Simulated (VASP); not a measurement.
Given:

```xyz
3
Lattice="1.8251 -3.1611 0.0000 1.8251 3.1611 0.0000 0.0000 0.0000 5.8179" Properties=species:S:1:pos:R:3 pbc="T T T"
Zr     1.8251     3.1611     0.0000
S      1.8251     1.0537     1.4549
S      1.8251    -1.0537     4.3629
```

Method: PBE GGA with D4 dispersion, VASP's PBE PAW potentials (set 64) (plane waves; VASP 6.6.1). Run with 520 eV cut-off, Gaussian smearing of 0.050 eV, potentials Zr_sv S.

### Question
Give the energies of bands 7 to 15 at the high-symmetry points, in eV from the valence-band maximum.

### Answer

| band | Γ | M | K | A | L | H |
|---|---|---|---|---|---|---|
| 7 | -4.60 | -4.50 | -3.58 | -3.40 | -4.63 | -3.64 |
| 8 | -2.88 | -2.67 | -3.49 | -2.83 | -3.39 | -3.64 |
| 9 | -2.88 | -2.62 | -3.49 | -2.83 | -2.74 | -3.14 |
| 10 | -0.17 | -2.56 | -2.20 | -1.95 | -2.41 | -2.16 |
| 11 | -0.17 | -2.00 | -2.20 | -0.33 | -1.02 | -1.91 |
| 12 | 0.00 | -1.33 | -1.51 | -0.33 | -0.83 | -1.91 |
| 13 | 1.50 | 0.98 | 2.16 | 1.45 | 0.79 | 2.28 |
| 14 | 1.50 | 3.24 | 3.13 | 1.45 | 3.23 | 2.78 |
| 15 | 2.23 | 3.56 | 3.13 | 2.61 | 3.55 | 2.78 |

The gap is indirect, 0.79 eV, from the valence maximum at K-Γ at 0.89 to the conduction minimum at L.

Measured: gap 1.70 eV (computed value off by -0.91 eV), as given by Miłosz Rybak et al., Nanomaterials (2022), arXiv:2210.12074.

The compound is ZrS2 in the 1T layered structure. It was relaxed first.
